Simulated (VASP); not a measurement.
Method: PBE GGA, VASP's PBE PAW potentials (set 64) (plane waves; VASP).

Input for VASP

**KPOINTS**
```
Regular mesh
0
gamma
  12 12 12
```

POSCAR:
```
PtB
1
    0.0000000000     2.3967868868     2.3967868868
    2.3967868868     0.0000000000     2.3967868868
    2.3967868868     2.3967868868    -0.0000000000
Pt B
1 1
Direct
  0.0000000000   0.0000000000   0.0000000000
  0.2500000000   0.2500000000   0.2500000000
```

INCAR:
```
# general
SYSTEM   =  PtB
PREC     =  Accurate
ENCUT    =  520
LREAL    =  F
LASPH    =  T

# electronic loop
EDIFF    =  1E-6
NELM     =  100
ALGO     =  Normal
LMAXMIX  =  6

# smearing
ISMEAR   =  1
SIGMA    =  0.1

# functional
GGA      =  PE

# ions
IBRION   =  2
NSW      =  60
ISIF     =  3
EDIFFG   =  -0.01

# output
LWAVE    =  F
LCHARG   =  F
```

POTCAR, in this order: Pt B (PBE.64 set). Program: vasp_std.

The run wrote:

### OSZICAR
```
       N       E                     dE             d eps       ncg     rms          rms(c)
DAV:   1     0.498410975068E+02    0.49841E+02   -0.62915E+03  1480   0.112E+03
DAV:   2    -0.131104550447E+02   -0.62952E+02   -0.59311E+02  1644   0.215E+02
DAV:   3    -0.146536489885E+02   -0.15432E+01   -0.15268E+01  1678   0.344E+01
DAV:   4    -0.146628855288E+02   -0.92365E-02   -0.92342E-02  1648   0.295E+00
DAV:   5    -0.146629781628E+02   -0.92634E-04   -0.92632E-04  1692   0.309E-01    0.149E+01
DAV:   6    -0.130523560630E+02    0.16106E+01   -0.13804E+01  1522   0.308E+01    0.364E+00
DAV:   7    -0.129180883071E+02    0.13427E+00   -0.85414E-01  1524   0.972E+00    0.233E+00
DAV:   8    -0.129022263306E+02    0.15862E-01   -0.21941E-02  1602   0.138E+00    0.777E-01
DAV:   9    -0.129000013446E+02    0.22250E-02   -0.72983E-03  1626   0.740E-01    0.559E-02
DAV:  10    -0.129000051431E+02   -0.37986E-05   -0.36944E-04  1644   0.184E-01    0.233E-02
DAV:  11    -0.129000002813E+02    0.48618E-05   -0.12180E-05  1638   0.361E-02    0.657E-03
DAV:  12    -0.128999999483E+02    0.33296E-06   -0.37336E-06  1592   0.152E-02
   1 F= -.12900000E+02 E0= -.12900321E+02  d E =-.129000E+02
```

File OUTCAR:
```
------------------------ aborting loop because EDIFF is reached ----------------------------------------
  FORCE on cell =-STRESS in cart. coord.  units (eV):
  Direction    XX          YY          ZZ          XY          YZ          ZX
  --------------------------------------------------------------------------------------
  Total       -0.0113117     -0.0113117     -0.0113117      0.0000000     -0.0000000      0.0000000
  in kB       -0.6581410     -0.6581410     -0.6581410      0.0000000     -0.0000000      0.0000000
  external PRESSURE =      -0.6581410 kB  Pullay stress =       0.0000000 kB
  volume of cell :       27.54
      direct lattice vectors                 reciprocal lattice vectors
     0.000000000  2.396786887  2.396786887    -0.208612623  0.208612623  0.208612623
     2.396786887  0.000000000  2.396786887     0.208612623 -0.208612623  0.208612623
     2.396786887  2.396786887  0.000000000     0.208612623  0.208612623 -0.208612623
 POSITION                                       TOTAL-FORCE (eV/Angst)
 -----------------------------------------------------------------------------------
      0.00000      0.00000      0.00000        -0.000000     -0.000000     -0.000000
      1.19839      1.19839      1.19839         0.000000      0.000000      0.000000
 -----------------------------------------------------------------------------------
    total drift:                                0.000000      0.000000      0.000000
  FREE ENERGIE OF THE ION-ELECTRON SYSTEM (eV)
  ---------------------------------------------------
  free  energy   TOTEN  =       -12.8999999483 eV

  energy  without entropy=      -12.9009617053  energy(sigma->0) =      -12.90032053

 reached required accuracy - stopping structural energy minimisation
```
(Selected blocks of OUTCAR.)

The structure was generated: PtB was put into the zinc blende type (F-43m), which need not be its known phase. It was relaxed first, which changed the volume by -16 %. The start is the result of an earlier pass. The electron count is odd and the run is not spin-polarised, which forces a metal.
